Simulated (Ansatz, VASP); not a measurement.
**IrAu (IrAu in the L11 ordering) in two plane-wave programs**

Wanted: the spread between two codes on one cell, functional and k mesh. The cell is generated by rule, not measured, and may not be a known phase. The cell is taken from a series of runs on this material, whose earlier steps may have relaxed, scaled, displaced or heated it; both programs get it as it stands.

Main program and level: Ansatz 0.2.0; plane waves, with VASP 6.6.1 beside it; relaxation of cell and atoms at PBE.

The structure was built from a prototype and need not be the compound's stable phase.

## (1) The starting structure

The structure is trigonal, space group R-3m (No. 166). The conventional cell has a = 2.830 Å, b = 2.830 Å, c = 13.867 Å, α = 90.00°, β = 90.00°, γ = 120.00°. Nearest to Au lie 6 Au at 2.83 Å and 6 Ir at 2.83 Å. Nearest to Ir lie 6 Ir at 2.83 Å and 6 Au at 2.83 Å. Farther neighbours are not listed.

## (2) VASP: relaxation of cell and atoms, PBE

The relaxed volume is the usual yardstick between codes: in a stiff, nearly cubic crystal its relative difference is about their pressure difference at one cell divided by the bulk modulus.

Lines of VASP's logs that name or quote its potential files are left out, and so is its time.

INCAR

```
SYSTEM = IrAu
PREC = Accurate
ENCUT = 500
EDIFF = 1E-07
NELM = 120
ISMEAR = 1
SIGMA = 0.2
LREAL = .FALSE.
ALGO = Normal
GGA = PE
NBANDS = 16
LASPH = .TRUE.
LORBIT = 11
LWAVE = .FALSE.
LCHARG = .FALSE.
ISIF = 3
IBRION = 2
NSW = 80
EDIFFG = -0.005
GGA_COMPAT = .FALSE.
NELMIN = 4
KPAR = 2
```

POSCAR

```
IrAu
1.0
    4.0026550000      2.0017130000      2.0017130000
    2.0017130000      4.0026550000      2.0017130000
    2.0017130000      2.0017130000      4.0026550000
Au Ir
1 1
Direct
    0.0000000000      0.0000000000      0.0000000000
    0.5000000000      0.5000000000      0.5000000000
```

KPOINTS

```
Automatic mesh
0
Gamma
12 12 12
0 0 0
```

PAW data sets: Au and Ir (PBE family, release 64).

Run with:

```sh
> mpirun -np 2 vasp_std
```

Numbers of over 12 decimals in the logs are rounded to 6 here.

The program printed:

```text
[banner, memory and clock lines left out]
running    2 mpi-ranks, on    1 nodes
 distrk:  each k-point on    1 cores,    2 groups
 distr:  one band on    1 cores,    1 groups

 POSCAR found type information on POSCAR AuIr
 POSCAR found :  2 types and       2 ions
 LDA part: xc-table for (Slater+PW92), standard interpolation
 POSCAR, INCAR and KPOINTS ok, starting setup
 FFT: planning ... GRIDC
 FFT: planning ... GRID_SOFT
 FFT: planning ... GRID
 WAVECAR not read
 entering main loop
       N       E                     dE             d eps       ncg     rms          rms(c)
DAV:   1     0.129530338193E+03    0.12953E+03   -0.96520E+03  6128   0.117E+03
DAV:   2    -0.936877415409E+01   -0.13890E+03   -0.12957E+03  6152   0.285E+02
DAV:   3    -0.122099858812E+02   -0.28412E+01   -0.28135E+01  7976   0.469E+01
DAV:   4    -0.122342516531E+02   -0.24266E-01   -0.24259E-01  6928   0.395E+00
DAV:   5    -0.122348517968E+02   -0.60014E-03   -0.60014E-03  8232   0.647E-01    0.156E+01
DAV:   6    -0.114807675476E+02    0.75408E+00   -0.21624E+00  7296   0.175E+01    0.103E+01
DAV:   7    -0.114022293527E+02    0.78538E-01   -0.11044E+00  7512   0.149E+01    0.430E+00
DAV:   8    -0.113239893806E+02    0.78240E-01   -0.33735E-01  8024   0.862E+00    0.226E+00
DAV:   9    -0.113186968398E+02    0.52925E-02   -0.17507E-02  6976   0.145E+00    0.256E-01
DAV:  10    -0.113184057387E+02    0.29110E-03   -0.10414E-03  8072   0.401E-01    0.639E-02
DAV:  11    -0.113184109044E+02   -0.51657E-05   -0.70007E-05  7672   0.797E-02    0.233E-02
DAV:  12    -0.113184109037E+02    0.76193E-09   -0.66434E-06  7672   0.381E-02    0.503E-03
DAV:  13    -0.113184109729E+02   -0.69226E-07   -0.44563E-07  7168   0.636E-03
   1 F= -.11318411E+02 E0= -.11317811E+02  d E =-.113184E+02
 curvature:   0.00 expect dE= 0.000E+00 dE for cont linesearch  0.000E+00
 trial: gam= 0.00000 g(F)=  0.126E-59 g(S)=  0.797E-04 ort = 0.000E+00 (trialstep = 0.100E+01)
 search vector abs. value=  0.797E-04
 bond charge predicted
       N       E                     dE             d eps       ncg     rms          rms(c)
DAV:   1    -0.113193891562E+02   -0.97825E-03   -0.20735E-02  6128   0.162E+00    0.207E-01
DAV:   2    -0.113184288304E+02    0.96033E-03   -0.18799E-03  6400   0.496E-01    0.100E-01
DAV:   3    -0.113183746493E+02    0.54181E-04   -0.25416E-04  7696   0.196E-01    0.497E-02
DAV:   4    -0.113183681041E+02    0.65453E-05   -0.54146E-05  8064   0.114E-01    0.460E-02
DAV:   5    -0.113183697898E+02   -0.16858E-05   -0.78426E-06  6920   0.270E-02    0.255E-03
DAV:   6    -0.113183697553E+02    0.34560E-07   -0.38035E-07  7648   0.557E-03
   2 F= -.11318370E+02 E0= -.11317783E+02  d E =0.412176E-04
 trial-energy change:    0.000041  1 .order    0.000048   -0.000080    0.000175
 step:   0.3473(harm=  0.3129)  dis= 0.00000  next Energy=   -11.318425 (dE=-0.141E-04)
 bond charge predicted
       N       E                     dE             d eps       ncg     rms          rms(c)
DAV:   1    -0.113188660627E+02   -0.49627E-03   -0.88085E-03  6104   0.106E+00    0.134E-01
DAV:   2    -0.113184571310E+02    0.40893E-03   -0.79809E-04  6304   0.323E-01    0.661E-02
DAV:   3    -0.113184315864E+02    0.25545E-04   -0.10573E-04  7672   0.126E-01    0.332E-02
DAV:   4    -0.113184279037E+02    0.36827E-05   -0.22712E-05  8080   0.737E-02    0.305E-02
DAV:   5    -0.113184261763E+02    0.17274E-05   -0.34300E-06  6888   0.183E-02    0.160E-03
DAV:   6    -0.113184261816E+02   -0.52719E-08   -0.14769E-07  5480   0.353E-03
   3 F= -.11318426E+02 E0= -.11317831E+02  d E =-.152087E-04
 curvature:  -0.16 expect dE=-0.430E-06 dE for cont linesearch -0.706E-07
 trial: gam= 0.00000 g(F)=  0.860E-59 g(S)=  0.275E-05 ort =-0.600E-05 (trialstep = 0.869E+00)
 search vector abs. value=  0.275E-05
 reached required accuracy - stopping structural energy minimisation
```

OUTCAR, selected parts (step 2):

```text
ion  position               nearest neighbor table
   1  0.000  0.000  0.000-   2 2.83   2 2.83   2 2.83   2 2.83   2 2.83   2 2.83
   2  0.500  0.500  0.500-   1 2.83   1 2.83   1 2.83   1 2.83   1 2.83   1 2.83

  LATTYP: Found a trigonal (rhomboedric) cell.
 ALAT       =     4.9025459628
 COS(alpha) =     0.8334189281

 Subroutine GETGRP returns: Found 12 space group operations
 (whereof 12 operations were pure point group operations)

The static configuration has the point symmetry D_3d.

 Found    189 irreducible k-points:

   k-points           NKPTS =    189   k-points in BZ     NKDIM =    189   number of bands    NBANDS=     16

   dimension x,y,z NGX =    36 NGY =   36 NGZ =   36
   dimension x,y,z NGXF=    72 NGYF=   72 NGZF=   72

   ENCUT  =  500.0 eV  36.75 Ry    6.06 a.u.   8.94  8.94  8.94*2*pi/ulx,y,z

   NELECT =      20.0000    total number of electrons

 k-points in reciprocal lattice and weights: Automatic mesh
   0.00000000  0.00000000  0.00000000       0.001
   0.08333333  0.00000000  0.00000000       0.003
   0.16666667  0.00000000  0.00000000       0.003
   0.25000000 -0.00000000  0.00000000       0.003
   0.33333333  0.00000000  0.00000000       0.003
   0.41666667  0.00000000 -0.00000000       0.003
   0.50000000 -0.00000000  0.00000000       0.002
   0.08333333  0.08333333  0.00000000       0.003
   0.16666667  0.08333333  0.00000000       0.007
[...]
-0.41666667  0.50000000  0.41666667       0.003
   0.50000000  0.50000000  0.50000000       0.001

 average (electrostatic) potential at core
       1 -64.5926       2 -49.0696

 E-fermi :   9.1849

 k-point     1 :       0.0000    0.0000    0.0000
  band No.  band energies     occupation
    ...
      6       5.4207      2.00000
      7       5.4207      2.00000
      8       7.3607      2.00000
      9       7.3607      2.00000
     10       8.6202      2.00048
     11       9.4604     -0.06511
     12       9.4604     -0.06511
     13      14.3182      0.00000
     14      23.4041      0.00000
     15      23.9179      0.00000
    ...

 k-point     2 :       0.0833    0.0000    0.0000
  band No.  band energies     occupation
    ...
      6       5.4636      2.00000
      7       5.5080      2.00000
      8       7.1298      2.00000
      9       7.4806      2.00000
     10       7.8580      2.00000
     11       9.3778     -0.04203
     12      10.5385     -0.00000
     13      14.3193      0.00000
     14      23.7151      0.00000
     15      24.2754      0.00000
    ...

 k-point     3 :       0.1667    0.0000    0.0000
  band No.  band energies     occupation
    ...
      7       5.7018      2.00000
      8       6.6173      2.00000
      9       7.2171      2.00000
     10       7.8686      2.00000
     11       9.1532      1.26480
     12      11.8896     -0.00000
     13      14.5677      0.00000
     14      23.3381      0.00000
     15      25.1575      0.00000
     16      25.4324      0.00000

  Total        0.0033705      0.0033705      0.0033705     -0.0036531     -0.0036531     -0.0036531
  in kB        0.1686055      0.1686055      0.1686055     -0.1827438     -0.1827438     -0.1827438
  external PRESSURE =       0.1686055 kB  Pullay stress =       0.0000000 kB

  energy-cutoff  :      500.00
  volume of cell :       32.03
      direct lattice vectors                 reciprocal lattice vectors
     4.001430448  2.000974651  2.000974651     0.374906456 -0.124979621 -0.124979621
     2.000974651  4.001430448  2.000974651    -0.124979621  0.374906456 -0.124979621
     2.000974651  2.000974651  4.001430448    -0.124979621 -0.124979621  0.374906456

 POSITION                                       TOTAL-FORCE (eV/Angst)
 -----------------------------------------------------------------------------------
      0.00000      0.00000      0.00000        -0.000000      0.000000      0.000000
      4.00169      4.00169      4.00169         0.000000     -0.000000     -0.000000
 -----------------------------------------------------------------------------------
    total drift:                                0.000000     -0.000000      0.000000

  FREE ENERGIE OF THE ION-ELECTRON SYSTEM (eV)
  ---------------------------------------------------
  free  energy   TOTEN  =       -11.3184261816 eV

  energy  without entropy=      -11.3166411950  energy(sigma->0) =      -11.31783119

 reached required accuracy - stopping structural energy minimisation

 total charge
# of ion       s       p       d       tot
------------------------------------------
    1        0.570   0.453   8.707   9.730
    2        0.590   0.523   6.927   8.039
--------------------------------------------------
tot          1.160   0.976  15.634  17.770

[... 3 further parts left out ...]
```

The run keeps the 12 symmetry operations of its start, so it cannot find a distortion of lower symmetry.

## (3) Ansatz: relaxation of cell and atoms, PBE

Ansatz runs on its default PAW (the set named soft_2) files.

The same cell, functional, mesh and smearing now go to Ansatz, which takes its cutoff from its data sets.

input.yaml

```yaml
crystal:
  lattice:
    - [4.0026551443, 2.0017129871, 2.0017129871]
    - [2.0017129871, 4.0026551443, 2.0017129871]
    - [2.0017129871, 2.0017129871, 4.0026551443]
  atoms:
    - { symbol: Au, position: [0.0, 0.0, 0.0] }
    - { symbol: Ir, position: [0.5, 0.5, 0.5] }
kpoints:
  mp_grid: { grid: [12, 12, 12] }
hamiltonian:
  xc: pbe
scf:
  occupations: { method: methfessel_paxton, width: 0.2 }
output:
  forces: true
  stress: true
  eigenvalues: true
relax:
  adjacent_minimum: "off"
  f_tol: 0.001
  max_steps: 60
  cell: { stress_tol: 0.01 }
```

Run with:

```sh
> ansatz run input.yaml --threads 4 --pin off --max-ram 8192MiB --backend cpu --events-out ev --progress --plain --runs-dir out
```

The program printed:

```text
basis.fft_grid_basis auto: the FFT boxes are laid along the combinations [[1, 0, -1], [0, 1, -1], [0, 0, 1]] of the cell's own vectors, 2.830, 2.830 and 4.903 Å long. The dense box has 20×20×36 points. Along the cell's own vectors, as sized, it would have 36×36×36, 3.24 times as many. Of the 12 symmetry operations that the crystal satisfies within crystal.symmetry.tolerance (time reversal apart; of a slab, those that [...]
Engine: ansatz 0.2.0, x86_64-unknown-linux-gnu
Pseudopotentials: kind: paw
Pseudopotential: Au, paw, valence charge 19, recommended cutoff 420 eV (normal), Au.paw.azcp
Pseudopotential: Ir, paw, valence charge 17, recommended cutoff 420 eV (normal), Ir.paw.azcp
Functional definition: PBE
  parameter kappa = 0.804
  parameter beta = 0.066725
  exchange = pbe_x(kappa = kappa, mu = beta*pi^2/3)
  correlation = pbe_c(beta = beta)
Crystal: 2 atoms, lattice volume = 32.055 Å³
Basis set: ecut = 420 eV, 633 PW (Γ), FFT grids on a1−a3, a2−a3, a3, exchange–correlation on 40×40×72 points (8 copies of the dense FFT grid, shifted against one another)
Bands: 22, of which v1, the nominal top of the filled ones, is band 18 counted from 1 (17 counted from 0)
Symmetry: 12 space group operations
Space group: R-3m (ITA 166), of the structure as read, at distance tolerance 3.2e-5 Å
k-points: 189 of 1728
Non-local potential: Au, projectors of the file, l = 0: 3, l = 1: 2, l = 2: 2, l = 3: 1
Non-local potential: Ir, projectors of the file, l = 0: 3, l = 1: 2, l = 2: 2, l = 3: 1
PAW form: soft (Blöchl's): semilocal exchange-correlation on the pseudo side does not see the compensation charge
PAW one-centre angular grid: Au, 590 points (default); XC on 64 Gauss nodes
PAW one-centre angular grid: Ir, 590 points (default); XC on 64 Gauss nodes
Initial density: superposition of atomic densities (neutral atoms: chi_scale 0, normalization atom), corrected by the library's trained network
Initial wavefunctions: pseudopotential atomic-orbital guess
Functional: x = pbe(κ = 0.804, μ = 0.219515), c = pbe(β = 0.066725)
SCF iter   1: F=—  HF=-25083.871837 eV  |F-HF|=—  |Δ(HF+E_count)|=         —  Δρ=5.34e-3  dr2=1.46e-2  ethr=1.77e-3  ⟨swp⟩=4.2  Hψ=15227  notcnv=0
preconditioner: auto → Kerker (q_TF=auto, 2.782 Å⁻¹)  [metal: Δε(μ)=0.004 eV  Ē_g=9.213 eV  σ=0.200 eV  W_gap=0.02  n_scr=16 (ndim 8)  ℏωp=29.3 eV  f_vac=0.000  D(μ)=2.66/eV (n_scr^D=28)]
SCF iter   2: F=—  HF=-25083.871478 eV  |F-HF|=—  |Δ(HF+E_count)|=   3.59e-4  S|Δr|=    0.00e0  Δρ=2.83e-3  dr2=3.43e-3  ethr=4.07e-5  ⟨swp⟩=1.0  Hψ=5671  notcnv=0
SCF iter   3: F=—  HF=-25083.871155 eV  |F-HF|=—  |Δ(HF+E_count)|=   3.23e-4  S|Δr|=    0.00e0  Δρ=8.79e-4  dr2=6.68e-4  ethr=9.52e-6  ⟨swp⟩=1.0  Hψ=4196  notcnv=0
SCF iter   4: F=—  HF=-25083.871027 eV  |F-HF|=—  |Δ(HF+E_count)|=   1.28e-4  S|Δr|=    0.00e0  Δρ=2.96e-4  dr2=2.94e-5  ethr=1.86e-6  ⟨swp⟩=1.7  Hψ=5072  notcnv=0
SCF iter   5: F=—  HF=-25083.871023 eV  |F-HF|=—  |Δ(HF+E_count)|=   4.19e-6  S|Δr|=    0.00e0  Δρ=5.61e-5  dr2=9.74e-7  ethr=8.17e-8  ⟨swp⟩=2.3  Hψ=5797  notcnv=0
SCF iter   6: F=-25083.871023 eV  HF=-25083.871023 eV  |F-HF|=1.52e-8  |Δ(HF+E_count)|=   1.21e-7  S|Δr|=    0.00e0  Δρ=1.21e-5  dr2=4.21e-8  ethr=2.78e-10  ⟨swp⟩=5.3  Hψ=16822  notcnv=0
SCF 1 converged in 6 iterations: F = -25083.871023 eV  dr2 = 4.21e-8
  greatest PAW one-centre occupation: 1.000 electrons in one spin orbital (limit 2), on the Au atom at site 0 (counted from 0), in its partial waves of l = 0
relax step   1: F+E_penalty+E_count = -25083.87102294 eV  Δ(F+E_penalty+E_count) = +0.000e0 eV  max|allowed force component| = 1.557e-28 eV/Å  Δτ_max = 0.0000 Å  P = -0.054 GPa  Ω = 32.055 Å³  (6 SCF iters, dr2 threshold 1.00e-7 eV, accepted)
[...]
relax step   2: F+E_penalty+E_count = -25083.87102815 eV  Δ(F+E_penalty+E_count) = -5.210e-6 eV  max|allowed force component| = 9.256e-29 eV/Å  Δτ_max = 0.0000 Å  P = +0.114 GPa  Ω = 32.031 Å³  energy of the carried Pulay correction = +9.596e-6 eV  (5 SCF iters, dr2 threshold 7.36e-9 eV, rejected (line search))
[...]
relax step   3: F+E_penalty+E_count = -25083.87102728 eV  Δ(F+E_penalty+E_count) = -4.337e-6 eV  max|allowed force component| = 2.735e-28 eV/Å  Δτ_max = 0.0000 Å  P = -0.000 GPa  Ω = 32.047 Å³  energy of the carried Pulay correction = +3.068e-6 eV  (7 SCF iters, accepted)
[...]
relax step   4: F+E_penalty+E_count = -25083.87102377 eV  Δ(F+E_penalty+E_count) = +3.503e-6 eV  max|allowed force component| = 1.893e-28 eV/Å  Δτ_max = 0.0000 Å  P = +0.000 GPa  Ω = 32.047 Å³  stress off target by 7.82e-4 GPa  SCF on the basis re-selected at this cell (its energy is not comparable with the rows above)  (4 SCF iters)
basis re-selected at this cell: Δ(F+E_penalty+E_count) = +3.503e-6 eV, ΔP = +0.000 GPa vs the last step (what re-selecting the basis moved, of the pressure what is left beyond the Pulay correction that the steps carried, after the strain that the cell walked since its last selection, with what the two solves' SCF thresholds leave and, on support functions, any second-order correction that the steps lacked; it is no m [...]
SCF converged after 4 iterations
Stability not checked: this state was not tested for a lower state beside it, because cold or Methfessel-Paxton smearing, or corrected tetrahedra, fill the levels in a way that the test cannot read (fill_not_monotonic; see scf.lower_state_search)
Free energy (F): -25083.871024 eV
Harris-Foulkes:  -25083.871024 eV  (|F-HF|=3.64e-12)
Internal energy: -25083.869350 eV  (E = F + TS)
E sigma→0 (E₀):  -25083.870605 eV
Entropy (-TS):   -0.001674 eV (-0.837 meV/atom)
Fermi energy:    21.946480 eV
--- Per-component energies (eV) ---
  E_band       = -316.074172
  E_kinetic    = 1226.190239
  E_local      = -2839.042874  (includes V_loc(G=0)·N_el)
  E_nonlocal   = 146.643757
  E_hartree    = 1158.500113
  E_xc         = -495.293610
  E_vxc        = -574.432595  (∫ρ·V_xc dr)
  E_paw        = -18929.550598  (= ΣΔE_a)
  E_vpaw       = -592.434452  (= ΣTr[D̂ρ^β])
  E_aug_tail   = 0.001510  (compensation charges beyond the density's cutoff)
  E_ewald      = -5351.317887
  E_smearing   = -0.001674  (= −TS)
  E_closure    = 0.000000  (closes the sum)
  Σ components = -25083.871024   (vs F -25083.871024, Δ=0.00e0)
--- Forces (eV/Å), atoms counted from 1 ---
  atom   1  Au     0.00000000     0.00000000    -0.00000000
  atom   2  Ir     0.00000000     0.00000000     0.00000000
  max |Σ_I F_I| component: 4.29e-28 eV/Å
--- Stress (GPa, compression-positive) ---
        0.000049      -0.000415      -0.000415
       -0.000415       0.000049      -0.000415
       -0.000415      -0.000415       0.000049
  P = ⅓ Tr σ = 0.0000 GPa (0.000 kbar)
--- Band table (eV; the first three rows and the last of 189) ---
  k-point 0: bands = [... 14 lower, 18.1787, 20.1237, 20.1237, 21.3538, 22.2232, 22.2232, 27.0803, 35.8615]
  k-point 1: bands = [... 14 lower, 18.2601, 19.8895, 20.2433, 20.6041, 22.1400, 23.2918, 27.0792, 36.2055]
  k-point 2: bands = [... 14 lower, 18.4542, 19.3697, 19.9702, 20.6311, 21.9142, 24.6420, 27.3225, 35.9885]
  k-point 188: bands = [... 14 lower, 18.8766, 18.8766, 19.4800, 19.4800, 21.5855, 21.5855, 34.1305, 34.9310]
--- Relaxed structure (3 steps of the walk, 2 accepted, 1 SCFs on fresh bases) ---
  F+E_penalty+E_count = -25083.87102377 eV   max|allowed force component| = 1.893e-28 eV/Å   (the final SCF, on the basis selected at the relaxed cell)
  cell:  # Å, volume = 32.0470 Å³
    - [4.002331, 2.001537, 2.001537]
    - [2.001537, 4.002331, 2.001537]
    - [2.001537, 2.001537, 4.002331]
  atoms:
    - { symbol: Au, position: [0, 0, 0] }
    - { symbol: Ir, position: [0.5, 0.5, 0.500000] }
```

## (4) Comparison

Known differences besides the potentials themselves: the data sets hold 36 valence electrons in Ansatz (on its default PAW (the set named soft_2) files) and 20 in VASP; the cutoff is 420 eV in Ansatz and 500 eV in VASP; Ansatz adds a Pulay correction to the stress that steers its cell, VASP none. Total energies have different zeros and are not compared.

Compared:

| quantity | Ansatz | VASP | difference |
| --- | --- | --- | --- |
| volume (Å³) | 32.05 | 32.03 | +0.06 % |
| edge a after relaxation, in the typed setting (Å) | 4.902 | 4.901 | +0.02 % |

## (5) Summary of results

```yaml
difference_in_volume_relaxation_of_cell_and_atoms_pbe: 0.059 %
```

**Reading.** The difference in volume is 0.059 % (relaxation of cell and atoms, PBE), within the 1.2 % picked in this series as the mark of a large difference, as far as the stopping tolerances let one tell. The data sets hold unlike numbers of valence electrons (36 in Ansatz and 20 in VASP), so part of the differences comes from the potentials. How closely two codes agree says nothing of how well the functional describes the real material.

[Lines on the potential files, build, host, timing and source positions are cut from VASP's logs without a mark.]

[Logs are printed without paths, hosts, clocks, repeated set-up lines and the standing remarks that a program may print on its own settings, such as how far it seeks lower states.]

[Hosts, paths, dates, database ids (printed as entryN), source tags and the programs' standing remarks are cut or masked in the printed files.]
